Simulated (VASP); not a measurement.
# AlCl (Fm-3m) in VASP: notebook, part 2 of 2

VASP 6.6.1.

### 5 Single point, HSE(alpha, omega)

Contents of POSCAR:

```
AlCl
1.0
    0.0000000000      2.8486347600      2.8486347600
    2.8486347600      0.0000000000      2.8486347600
    2.8486347600      2.8486347600      0.0000000000
Al Cl
1 1
Direct
    0.5000000000      0.5000000000      0.5000000000
    0.0000000000      0.0000000000      0.0000000000
```

Contents of INCAR.step1:

```
SYSTEM = AlCl
ALGO = Normal ; EDIFF = 1E-5
ENCUT = 520 ; GGA = PE
ISIF = 2 ; ISMEAR = -1
LASPH = .True. ; LCHARG = .False.
LREAL = .False. ; LWAVE = .True.
NBANDS = 12 ; NELM = 100
PREC = Accurate ; SIGMA = 0.05
```

Contents of INCAR.step2:

```
SYSTEM = AlCl
AEXX = 0.3 ; ALGO = Normal
EDIFF = 1E-6 ; ENCUT = 520
GGA = PE ; HFSCREEN = 0.2
ISIF = 2 ; ISMEAR = -1
ISTART = 1 ; LASPH = .True.
LCHARG = .False. ; LHFCALC = .True.
LREAL = .False. ; LWAVE = .False.
NBANDS = 12 ; NELM = 100
PREC = Accurate ; PRECFOCK = Fast
SIGMA = 0.05
```

Contents of KPOINTS:

```
k-points
0
Gamma
  4 4 4
  0 0 0
```

Potentials or basis: VASP PAW PBE potentials, release 64 (Al, Cl).

Run with:

```console
$ cat potpaw_PBE.64/Al/POTCAR potpaw_PBE.64/Cl/POTCAR > POTCAR
$ cp INCAR.step1 INCAR
$ mpirun -np 1 vasp_std > vasp.out
$ cp INCAR.step2 INCAR
$ mpirun -np 1 vasp_std > vasp.out
```

OUTCAR:

```text
SYSTEM = AlCl
   AEXX = 0.3
   EDIFF = 1E-6
   ENCUT = 520
   GGA = PE
   HFSCREEN = 0.2
   ISIF = 2
   ISMEAR = -1
   ISTART = 1
   LASPH = .True.
   LHFCALC = .True.
   LREAL = .False.
   NELM = 100
   PREC = Accurate
   PRECFOCK = Fast

 ion  position               nearest neighbor table
   1  0.500  0.500  0.500-   2 2.85   2 2.85   2 2.85   2 2.85   2 2.85   2 2.85
   2  0.000  0.000  0.000-   1 2.85   1 2.85   1 2.85   1 2.85   1 2.85   1 2.85

  LATTYP: Found a face centered cubic cell.
 ALAT       =     5.6972695200

  Lattice vectors:

 A1 = (   0.0000000000,   2.8486347600,   2.8486347600)
 A2 = (   2.8486347600,   0.0000000000,   2.8486347600)
 A3 = (   2.8486347600,   2.8486347600,   0.0000000000)

Analysis of symmetry for initial positions (statically):
=====================================================================
 Subroutine PRICEL returns:
 Original cell was already a primitive cell.

 Routine SETGRP: Setting up the symmetry group for a
 face centered cubic supercell.

 Subroutine GETGRP returns: Found 48 space group operations
[... 166 lines left out ...]
      1     -14.8579      2.00000
      2      -0.8028      2.00000
      3      -0.8028      2.00000
      4      -0.8028      2.00000
      5       0.1533      2.00000
      6      11.0414      0.00000
      7      11.0414      0.00000
      8      11.0414      0.00000
      9      11.2918      0.00000
     10      11.2918      0.00000
     11      11.2918      0.00000
     12      12.9562      0.00000
[... 91 lines left out ...]
 k-point     8 :      -0.2500    0.5000    0.2500
  band No.  band energies     occupation
      1     -14.2931      2.00000
      2      -2.4974      2.00000
      3      -2.4974      2.00000
      4      -2.4473      2.00000
      5       2.8570      2.00000
      6       7.8650      0.00000
      7       8.9853      0.00000
      8       8.9853      0.00000
      9      13.2839      0.00000
     10      13.2839      0.00000
     11      15.8188      0.00000
     12      18.4839      0.00000

------------------------ aborting loop because EDIFF is reached ----------------------------------------

  FORCE on cell =-STRESS in cart. coord.  units (eV):
  Direction    XX          YY          ZZ          XY          YZ          ZX
  --------------------------------------------------------------------------------------
  -------------------------------------------------------------------------------------
  Total        1.6957671      1.6957671      1.6957671      0.0000000      0.0000000      0.0000000
  in kB       58.7674018     58.7674018     58.7674018      0.0000000      0.0000000      0.0000000
  external PRESSURE =      58.7674018 kB  Pullay stress =       0.0000000 kB

 VOLUME and BASIS-vectors are now :
 -----------------------------------------------------------------------------
  energy-cutoff  :      520.00
  volume of cell :       46.23
      direct lattice vectors                 reciprocal lattice vectors
     0.000000000  2.848634760  2.848634760    -0.175522677  0.175522677  0.175522677
     2.848634760  0.000000000  2.848634760     0.175522677 -0.175522677  0.175522677
     2.848634760  2.848634760  0.000000000     0.175522677  0.175522677 -0.175522677

 POSITION                                       TOTAL-FORCE (eV/Angst)
 -----------------------------------------------------------------------------------
      2.84863      2.84863      2.84863         0.000000     -0.000000     -0.000000
      0.00000      0.00000      0.00000        -0.000000      0.000000      0.000000
 -----------------------------------------------------------------------------------
    total drift:                                0.000000      0.000000      0.000000

  FREE ENERGIE OF THE ION-ELECTRON SYSTEM (eV)
  ---------------------------------------------------
  free  energy   TOTEN  =        -7.2840322608 eV

  energy  without entropy=       -7.2753820140  energy(sigma->0) =       -7.27970714
```

OUTCAR.step1:

```text
SYSTEM = AlCl
   EDIFF = 1E-5
   ENCUT = 520
   GGA = PE
   ISIF = 2
   ISMEAR = -1
   LASPH = .True.
[... 325 lines left out ...]
      2.84863      2.84863      2.84863         0.000000     -0.000000     -0.000000
      0.00000      0.00000      0.00000        -0.000000      0.000000      0.000000
 -----------------------------------------------------------------------------------
    total drift:                               -0.000000      0.000000      0.000000

  FREE ENERGIE OF THE ION-ELECTRON SYSTEM (eV)
  ---------------------------------------------------
  free  energy   TOTEN  =        -5.9257207835 eV

  energy  without entropy=       -5.9252961575  energy(sigma->0) =       -5.92550847
```

Run time: 58 s. Hardware: 1 thread of Intel Xeon Platinum 8559C (Emerald Rapids), shared host; peak memory 0.26 GiB.

What came out:

| Quantity | Value |
| --- | --- |
| Free energy | -7.2840 eV |
| Pressure | 5.9 GPa |
| Band gap on the k mesh | 0.01 eV, direct |

Caveat: the k mesh is coarse (spacing up to 0.48 Å⁻¹), so the values aren't converged, least of all with exact exchange; the PAW data sets were made with another functional, which shifts forces and pressure a little. A k mesh can miss the band edges.

### 6 Single point, HSE(alpha, omega)

POSCAR is that of step 5.

INCAR.step1 is that of step 5.

INCAR.step2: that of step 5 with these lines changed.

```diff
@@ -1,3 +1,3 @@
 SYSTEM = AlCl
-AEXX = 0.3 ; ALGO = Normal
+AEXX = 0.4 ; ALGO = Normal
 EDIFF = 1E-6 ; ENCUT = 520
```

KPOINTS is that of step 5.

Potentials or basis: VASP PAW PBE potentials, release 64 (Al, Cl).

Run with:

```console
$ cat potpaw_PBE.64/Al/POTCAR potpaw_PBE.64/Cl/POTCAR > POTCAR
$ cp INCAR.step1 INCAR
$ mpirun -np 1 vasp_std > vasp.out
$ cp INCAR.step2 INCAR
$ mpirun -np 1 vasp_std > vasp.out
```

Wall time 62 s (1 thread of Intel Xeon Platinum 8559C (Emerald Rapids), shared host); peak memory 0.26 GiB.

The run converged. Its results:

| Property | Result |
| --- | --- |
| Free energy | -7.8098 eV |
| Pressure | 7.5 GPa |
| Band gap on the k mesh | 0.37 eV, direct |

Levels at points of the mesh, in eV from the valence-band top:
```csv
k point,band 2,band 3,band 4,band 5,band 6,band 7,band 8,band 9
"(0.00, 0.00, 0.00)",-6.26,-6.26,-6.26,-5.22,6.17,6.17,6.17,6.48
"(0.50, 0.00, 0.00)",-9.74,-6.45,-6.45,0.00,0.37,2.96,2.96,8.16
"(0.50, 0.50, 0.00)",-8.64,-7.18,-7.18,-4.51,3.08,4.89,6.10,6.10
```

Caveat: the k mesh is coarse (spacing up to 0.48 Å⁻¹), so the values aren't converged, least of all with exact exchange; the PAW data sets were made with another functional, which shifts forces and pressure a little. A k mesh can miss the band edges.

### 7 Overview

| share of exact exchange | gap on the mesh (eV) | pressure (GPa) |
| --- | --- | --- |
| 0.15 | 0.34 | 4.5 |
| 0.2 | 0.26 | 4.6 |
| 0.25 | 0.17 | 4.8 |
| 0.3 | 0.01 | 5.9 |
| 0.4 | 0.37 | 7.5 |

Alike in all rows: task single point; level HSE(alpha, omega); potentials or basis VASP PAW PBE potentials, release 64 (Al, Cl); no spin polarisation; cell as given; k mesh 4 × 4 × 4; cutoff (eV) 520; smearing fermi-dirac 0.05 eV; the mesh is coarse, so values aren't converged.

Caveats: all runs use coarse meshes; the PAW data sets were made with another functional, which shifts forces and pressure a little.

Total energies depend on the potentials used, so only differences within one code and one set of settings carry meaning.
